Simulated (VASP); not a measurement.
VASP ran on this input.

### POSCAR
```
ZrB2
1
    1.5419390000    -2.7407170000     0.0000000000
    1.5419390000     2.7407170000     0.0000000000
    0.0000000000     0.0000000000     3.4858060000
Zr B
1 2
Direct
  0.0000000000   0.0000000000   0.0000000000
  0.3333330000   0.6666670000   0.5000000000
  0.6958320000   0.3624980000   0.5000000000
```

### INCAR
```
# general
SYSTEM   =  ZrB2
PREC     =  Accurate
ENCUT    =  520
LREAL    =  .FALSE.
LASPH    =  .TRUE.   # aspherical one-centre terms

# electronic loop
EDIFF    =  1E-6   # SCF stop (eV)
NELM     =  100
ALGO     =  Normal   # blocked Davidson
IMIX     =  1
AMIX     =  0.6
BMIX     =  0.0001
LMAXMIX  =  4   # l cut-off of mixed one-centre charges

# smearing
ISMEAR   =  1   # Methfessel-Paxton
SIGMA    =  0.1

# functional
GGA      =  PE   # PBE

# ions
ISIF     =  2   # forces and stress, cell fixed

# output
LWAVE    =  .FALSE.
LCHARG   =  .FALSE.
```

### KPOINTS
```
Automatic mesh
0
Gamma
10 10 8
0 0 0
```

POTCAR, in this order: Zr_sv B (PBE.64 set). Program: vasp_std.

### Question
Write an equivalent input for Ansatz.

### Answer
One equivalent input (not run):
Ansatz 0.2 input:
```yaml
crystal:
  lattice:
    - [1.5419390, -2.7407170, 0.0000000]
    - [1.5419390, 2.7407170, 0.0000000]
    - [0.0000000, 0.0000000, 3.4858060]
  atoms:
    - { symbol: Zr, position: [0.0000000, 0.0000000, 0.0000000] }
    - { symbol: B, position: [0.3333330, 0.6666670, 0.5000000] }
    - { symbol: B, position: [0.6958320, 0.3624980, 0.5000000] }
kpoints:
  mp_grid: { grid: [10, 10, 8] }
hamiltonian:
  xc: pbe
  pseudopotentials: { kind: paw }
scf:
  occupations: { method: methfessel_paxton, width: 0.1 }
  max_iter: 100
output: { forces: true, stress: true, eigenvalues: true }
```
The two are equivalent in intent, not identical: each code has its own PAW files, so the cut-off isn't converted (ENCUT is set for VASP's; basis.ecutwfc is left out, and Ansatz then takes the one that its files recommend); Ansatz stops its SCF on the density residual and VASP on the energy change (EDIFF).

The compound is ZrB2 in the AlB2 type structure. The cell was not relaxed at this level, atoms are displaced from their ideal sites. The run is one of a series of settings (AMIX = 0.6, BMIX = 0.0001, IMIX = 1 against the base run), some of them coarse on purpose.
